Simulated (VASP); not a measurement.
# ScInTeSe (P6_3mc) in VASP: density of states with PBE

Aim: the density of states of ScInTeSe with PBE.

Everything below comes from runs of VASP 6.6.1. Logs are shortened: lines on timing, memory, paths and dates and some standing lists are left out, and cuts for length are marked.

**1. Starting point**

Symmetry: P6_3mc, No. 186, hexagonal system. The conventional cell has a = 4.066 Å, b = 4.066 Å, c = 15.885 Å, α = 90.00°, β = 90.00°, γ = 120.00°. Sc (site symmetry 3m) has 3 Se at 2.75 Å and 3 Te at 2.95 Å as nearest neighbours. Around In (site symmetry 3m) lie 3 Se at 3.32 Å and 3 Te at 3.34 Å. Te (site symmetry 3m) is surrounded by 3 Sc at 2.95 Å and 3 In at 3.34 Å. Se (site symmetry 3m) is surrounded by 3 Sc at 2.75 Å.

The cell was built by a generator and needn't be a form met in nature.

**2. Density of states, PBE**

Input file POSCAR:

```
ScInTeSe
1.0
    4.0663330000      0.0000000000      0.0000000000
   -2.0331670000      3.5215480000      0.0000000000
    0.0000000000      0.0000000000     15.8849700000
Sc In Te Se
2 2 2 2
Direct
    0.0000000000      0.0000000000      0.4984180000
    0.0000000000      0.0000000000      0.9984180000
    0.6666670000      0.3333330000      0.2605270000
    0.3333330000      0.6666670000      0.7605270000
    0.6666670000      0.3333330000      0.6107390000
    0.3333330000      0.6666670000      0.1107390000
    0.3333330000      0.6666670000      0.4083550000
    0.6666670000      0.3333330000      0.9083550000
```

Input file INCAR.step1:

```
ALGO = Fast
EDIFF = 1E-6
ENCUT = 520
GGA = PE
ISIF = 2
ISMEAR = 0
KPAR = 2
LASPH = T
LCHARG = T
LMAXMIX = 4
LREAL = F
LWAVE = F
NELM = 60
PREC = Accurate
SIGMA = 0.1
```

Input file KPOINTS.step1:

```
k-points
0
Gamma
  8 8 2
```

Input file INCAR.step2:

```
ALGO = Fast
EDIFF = 1E-6
ENCUT = 520
GGA = PE
ICHARG = 11
ISIF = 2
ISMEAR = -5
KPAR = 2
LASPH = T
LCHARG = F
LMAXMIX = 4
LORBIT = 11
LREAL = F
LWAVE = F
NEDOS = 2001
NELM = 60
PREC = Accurate
SIGMA = 0.1
```

Input file KPOINTS.step2:

```
k-points
0
Gamma
  12 12 3
```

Potentials or basis: VASP PAW PBE potentials, release 64 (Sc_sv, In_d, Te, Se).

The run is started by

```sh
$ cat potpaw_PBE.64/Sc_sv/POTCAR potpaw_PBE.64/In_d/POTCAR potpaw_PBE.64/Te/POTCAR potpaw_PBE.64/Se/POTCAR > POTCAR
$ cp INCAR.step1 INCAR
$ cp KPOINTS.step1 KPOINTS
$ mpirun -np 2 vasp_std > vasp.out
$ cp INCAR.step2 INCAR
$ cp KPOINTS.step2 KPOINTS
$ mpirun -np 2 vasp_std > vasp.out
```

OUTCAR:

```text
EDIFF = 1E-6
   ENCUT = 520
   GGA = PE
   ICHARG = 11
   ISIF = 2
   ISMEAR = -5
   LASPH = T
   LORBIT = 11
   LREAL = F
   NELM = 60
   PREC = Accurate

 ion  position               nearest neighbor table
   1  0.000  0.000  0.498-   7 2.75   7 2.75   7 2.75   5 2.95   5 2.95   5 2.95
   2  0.000  0.000  0.998-   8 2.75   8 2.75   8 2.75   6 2.95   6 2.95   6 2.95
   3  0.667  0.333  0.261-   7 3.32   7 3.32   7 3.32   6 3.34   6 3.34   6 3.34
   4  0.333  0.667  0.761-   8 3.32   8 3.32   8 3.32   5 3.34   5 3.34   5 3.34
   5  0.667  0.333  0.611-   1 2.95   1 2.95   1 2.95   4 3.34   4 3.34   4 3.34
   6  0.333  0.667  0.111-   2 2.95   2 2.95   2 2.95   3 3.34   3 3.34   3 3.34
   7  0.333  0.667  0.408-   1 2.75   1 2.75   1 2.75   3 3.32   3 3.32   3 3.32
   8  0.667  0.333  0.908-   2 2.75   2 2.75   2 2.75   4 3.32   4 3.32   4 3.32

  LATTYP: Found a hexagonal cell.
 ALAT       =     4.0663330000
 C/A-ratio  =     3.9064606858

  Lattice vectors:

 A1 = (   4.0663330000,   0.0000000000,   0.0000000000)
 A2 = (  -2.0331670000,   3.5215480000,   0.0000000000)
 A3 = (   0.0000000000,   0.0000000000,  15.8849700000)

Analysis of symmetry for initial positions (statically):
=====================================================================
 Subroutine PRICEL returns:
 Original cell was already a primitive cell.

 Routine SETGRP: Setting up the symmetry group for a
 hexagonal supercell.

 Subroutine GETGRP returns: Found 12 space group operations
 (whereof  6 operations were pure point group operations)
 out of a pool of 24 trial point group operations.

The static configuration has the point symmetry C_3v.
 The point group associated with its full space group is C_6v.

Analysis of symmetry for dynamics (positions and initial velocities):
=====================================================================
 Subroutine PRICEL returns:
 Original cell was already a primitive cell.

 Routine SETGRP: Setting up the symmetry group for a
 hexagonal supercell.

 Subroutine GETGRP returns: Found 12 space group operations
 (whereof  6 operations were pure point group operations)
 out of a pool of 24 trial point group operations.

The dynamic configuration has the point symmetry C_3v.
 The point group associated with its full space group is C_6v.

 Subroutine INISYM returns: Found 12 space group operations
 (whereof  6 operations are pure point group operations),
 and found     1 'primitive' translations

----------------------------------------------------------------------------------------

                                     Primitive cell

  volume of cell :     227.4694

  direct lattice vectors                    reciprocal lattice vectors
     4.066333000  0.000000000  0.000000000     0.245921817  0.141983049  0.000000000
    -2.033167000  3.521548000  0.000000000     0.000000000  0.283966029  0.000000000
     0.000000000  0.000000000 15.884970000     0.000000000  0.000000000  0.062952590

  length of vectors
     4.066333000  4.066333529 15.884970000     0.283966065  0.283966029  0.062952590

  position of ions in fractional coordinates (direct lattice)
     0.000000000  0.000000000  0.498418000
     0.000000000  0.000000000  0.998418000
     0.666667000  0.333333000  0.260527000
     0.333333000  0.666667000  0.760527000
     0.666667000  0.333333000  0.610739000
     0.333333000  0.666667000  0.110739000
     0.333333000  0.666667000  0.408355000
     0.666667000  0.333333000  0.908355000

  ion indices of the primitive-cell ions
   primitive index   ion index
                 1           1
                 2           2
                 3           3
                 4           4
                 5           5
                 6           6
                 7           7
                 8           8

----------------------------------------------------------------------------------------

 KPOINTS: k-points

Automatic generation of k-mesh.
 Grid dimensions read from file:
 generate k-points for:   12   12    3

 Generating k-lattice:

  Cartesian coordinates                     Fractional coordinates (reciprocal lattice)
     0.020493485  0.011831921  0.000000000     0.083333333 -0.000000000  0.000000000
     0.000000000  0.023663836  0.000000000     0.000000000  0.083333333  0.000000000
     0.000000000  0.000000000  0.020984197     0.000000000  0.000000000  0.333333333

  Length of vectors
     0.023663839  0.023663836  0.020984197

  Shift w.r.t. Gamma in fractional coordinates (k-lattice)
     0.000000000  0.000000000  0.000000000

 TETIRR: Found    369 inequivalent tetrahedra from     2592

 Subroutine IBZKPT returns following result:
 ===========================================

 Found     38 irreducible k-points:

 Following reciprocal coordinates:
            Coordinates               Weight
  0.000000  0.000000  0.000000      1.000000
  0.083333  0.000000  0.000000      6.000000
  0.166667  0.000000  0.000000      6.000000
  0.250000  0.000000  0.000000      6.000000
  0.333333  0.000000  0.000000      6.000000
  0.416667 -0.000000  0.000000      6.000000
[... 16 lines left out ...]
  0.250000  0.000000  0.333333     12.000000
  0.333333  0.000000  0.333333     12.000000
 [... further k-points ...]
   k-points           NKPTS =     38   k-points in BZ     NKDIM =     38   number of bands    NBANDS=     43
   number of dos      NEDOS =   2001   number of ions     NIONS =      8
   total plane-waves  NPLWV = 108000
   dimension x,y,z NGX =    30 NGY =   30 NGZ =  120
   dimension x,y,z NGXF=    60 NGYF=   60 NGZF=  240
   ions per type =               2   2   2   2
   NGX,Y,Z   is equivalent  to a cutoff of  12.27, 12.27, 12.56 a.u.
   NGXF,Y,Z  is equivalent  to a cutoff of  24.53, 24.53, 25.12 a.u.
 SYSTEM =  unknown system
   PREC   = accura    normal or accurate (medium, high low for compatibility)
   ISTART =      0    job   : 0-new  1-cont  2-samecut
   ICHARG =     11    charge: 1-file 2-atom 10-const
   ISPIN  =      1    spin polarized calculation?
   LNONCOLLINEAR =      F non collinear calculations
   LSORBIT =      F    spin-orbit coupling
   LASPH  =      T    aspherical Exc in radial PAW
   ENCUT  =  520.0 eV  38.22 Ry    6.18 a.u.   7.56  7.56 29.54*2*pi/ulx,y,z
   NELM   =     60;   NELMIN=  2; NELMDL=  0     # of ELM steps
   EDIFF  = 0.1E-05   stopping-criterion for ELM
   LREAL  =      F    real-space projection
   EDIFFG = 0.1E-04   stopping-criterion for IOM
   NSW    =      0    number of steps for IOM
   IBRION =     -1    ionic relax: 0-MD 1-quasi-New 2-CG
   NFREE  =      0    steps in history (QN), initial steepest desc. (CG)
   ISIF   =      2    stress and relaxation
   ISYM   =      2    0-nonsym 1-usesym 2-fastsym
   POTIM  = 0.5000    time-step for ionic-motion
   TEBEG  =    0.0;   TEEND  =   0.0 temperature during run
   PSTRESS=    0.0 pullay stress
   NELECT =      72.0000    total number of electrons
   NUPDOWN=      -1.0000    fix difference up-down
   EMIN   =  10.00;   EMAX   =-10.00  energy-range for DOS
   EFERMI =   0.00;   METHOD = LEGACY
   ISMEAR =    -5;   SIGMA  =   0.10  broadening in eV -4-tet -1-fermi 0-gaus
   EFERMI_NEDOS =   21; number of points for ismear=-14 and -15
   IALGO  =     68    algorithm
   IMIX   =      4    mixing-type and parameters
     AMIX     =   0.40;   BMIX     =  1.00
     AMIX_MAG =   1.60;   BMIX_MAG =  1.00
  volume/ion in A,a.u.               =      28.43       191.88
  Fermi-wavevector in a.u.,A,eV,Ry     =   1.115693  2.108354 16.936134  1.244771
  Thomas-Fermi vector in A             =   2.252300
   LORBIT       =     11    0 simple, 1 ext, 2 COOP (PROOUT), +10 PAW based schemes
   GGA     = PE    functional components
   LHFCALC =     F    Hartree Fock is set to
   AEXX    =    0.0000 exact exchange contribution
   IVDW    =     0    specifies the selected vdW correction
   LEPSILON=     F    determine dielectric tensor
   LRPA    =     F    only Hartree local field effects (RPA)
 non-spin polarized calculation
 RMM-DIIS sequential band-by-band and
 Fermi weights with tetrahedron method with Bloechl corrections
  energy-cutoff  :      520.00
  volume of cell :      227.47
 maximum number of plane-waves:      6164

 number of electron      72.0000003 magnetization

 Free energy of the ion-electron system (eV)
  ---------------------------------------------------
  ext. energy  EPLUGINS =         0.00000000
  ---------------------------------------------------
  free energy    TOTEN  =       -38.98730352 eV

  energy without entropy =      -38.98730352  energy(sigma->0) =      -38.98730352

 E-fermi :   5.5195     XC(G=0):  -9.3414

 val. band max:        5.5194589333   @ k =   0.0000   0.0000   0.0000
 cond. band min:       5.5249763283   @ k =   0.3333   0.3333   0.0000
 fundamental gap:      0.0055173951
 Fermi energy:         5.5194718381

 k-point     1 :       0.0000    0.0000    0.0000
  band No.  band energies     occupation
      1     -45.3036      2.00000
      2     -45.3036      2.00000
      3     -23.9179      2.00000
      4     -23.9179      2.00000
      5     -23.8979      2.00000
      6     -23.8979      2.00000
[... 35 lines left out ...]
     42       6.4981      0.00000
     43       7.6123      0.00000

 k-point     2 :       0.0833    0.0000    0.0000
  band No.  band energies     occupation
      1     -45.3034      2.00000
      2     -45.3034      2.00000
      3     -23.9173      2.00000
      4     -23.9173      2.00000
      5     -23.9006      2.00000
      6     -23.9006      2.00000
[... 1004 lines left out ...]
 k-point    24 :       0.3333    0.0000    0.3333
  band No.  band energies     occupation
      1     -45.3018      2.00000
      2     -45.3018      2.00000
      3     -23.9282      2.00000
      4     -23.9282      2.00000
      5     -23.9111      2.00000
      6     -23.9111      2.00000
[... 35 lines left out ...]
     42       6.8449      0.00000
     43       7.0313      0.00000

 [... further k-points ...]
[... 5 lines left out ...]
  --------------------------------------------------------------------------------------
  -------------------------------------------------------------------------------------
  Total        0.0403231      0.0403231      0.0445457     -0.0000000      0.0000000      0.0000000
  in kB        0.2840153      0.2840153      0.3137569     -0.0000000      0.0000000      0.0000000
  external PRESSURE =       0.2939291 kB  Pullay stress =       0.0000000 kB

 VOLUME and BASIS-vectors are now :
 -----------------------------------------------------------------------------
  energy-cutoff  :      520.00
  volume of cell :      227.47
      direct lattice vectors                 reciprocal lattice vectors
     4.066333000  0.000000000  0.000000000     0.245921817  0.141983049  0.000000000
    -2.033167000  3.521548000  0.000000000     0.000000000  0.283966029  0.000000000
     0.000000000  0.000000000 15.884970000     0.000000000  0.000000000  0.062952590

 POSITION                                       TOTAL-FORCE (eV/Angst)
 -----------------------------------------------------------------------------------
      0.00000      0.00000      7.91735         0.000000     -0.000000     -0.007403
      0.00000      0.00000     15.85984         0.000000      0.000000     -0.007403
      2.03317      1.17385      4.13846         0.000000     -0.000000     -0.003717
     -0.00000      2.34770     12.08095        -0.000000      0.000000     -0.003717
      2.03317      1.17385      9.70157         0.000000      0.000000      0.002499
     -0.00000      2.34770      1.75909        -0.000000      0.000000      0.002499
     -0.00000      2.34770      6.48671         0.000000      0.000000      0.008621
      2.03317      1.17385     14.42919        -0.000000      0.000000      0.008621
 -----------------------------------------------------------------------------------
    total drift:                                0.000000      0.000000     -0.000312

  FREE ENERGIE OF THE ION-ELECTRON SYSTEM (eV)
  ---------------------------------------------------
  free  energy   TOTEN  =       -38.9873035216 eV

  energy  without entropy=      -38.9873035216  energy(sigma->0) =      -38.98730352

 total charge

# of ion       s       p       d       tot
------------------------------------------
    1        2.177   6.127   0.975   9.279
    2        2.177   6.127   0.975   9.279
    3        1.153   0.228   9.852  11.232
    4        1.153   0.228   9.852  11.232
    5        1.358   2.076   0.022   3.456
    6        1.358   2.076   0.022   3.456
    7        1.451   2.404   0.016   3.871
    8        1.451   2.404   0.016   3.871
--------------------------------------------------
tot         12.277  21.669  21.728  55.675
```

Run time: 4.8 min. Hardware: 2 MPI ranks of Intel Xeon 6975P-C (Granite Rapids), shared host; peak memory 0.54 GiB.

Results:

| Property | Result |
| --- | --- |
| Valence electrons inside the program's atomic spheres | Sc 9.28; In 11.23; Te 3.46; Se 3.87 |

States per cell in windows of 1 eV (zero at the valence-band top; states under -8 eV left out):
| from (eV) | total | Sc1_d | Sc2_d | Se7_p | Se8_p | Te5_p | Te6_p |
| --- | --- | --- | --- | --- | --- | --- | --- |
| -8.0 | 0.00 | 0.00 | 0.00 | 0.00 | 0.00 | 0.00 | 0.00 |
| -7.0 | 1.29 | 0.01 | 0.01 | 0.04 | 0.04 | 0.04 | 0.04 |
| -6.0 | 2.75 | 0.02 | 0.02 | 0.12 | 0.12 | 0.09 | 0.09 |
| -5.0 | 5.29 | 0.08 | 0.08 | 0.51 | 0.51 | 0.33 | 0.33 |
| -4.0 | 6.91 | 0.25 | 0.25 | 0.90 | 0.90 | 0.34 | 0.34 |
| -3.0 | 7.72 | 0.39 | 0.39 | 0.63 | 0.63 | 0.77 | 0.77 |
| -2.0 | 4.02 | 0.21 | 0.21 | 0.22 | 0.22 | 0.48 | 0.48 |
| -1.0 | 0.34 | 0.01 | 0.01 | 0.03 | 0.03 | 0.04 | 0.04 |
| 0.0 | 7.56 | 1.83 | 1.83 | 0.08 | 0.08 | 0.07 | 0.07 |
| 1.0 | 6.57 | 2.13 | 2.13 | 0.06 | 0.06 | 0.06 | 0.06 |
| 2.0 | 0.05 | 0.01 | 0.01 | 0.00 | 0.00 | 0.00 | 0.00 |
| 3.0 | 0.00 | 0.00 | 0.00 | 0.00 | 0.00 | 0.00 | 0.00 |
| 4.0 | 0.00 | 0.00 | 0.00 | 0.00 | 0.00 | 0.00 | 0.00 |
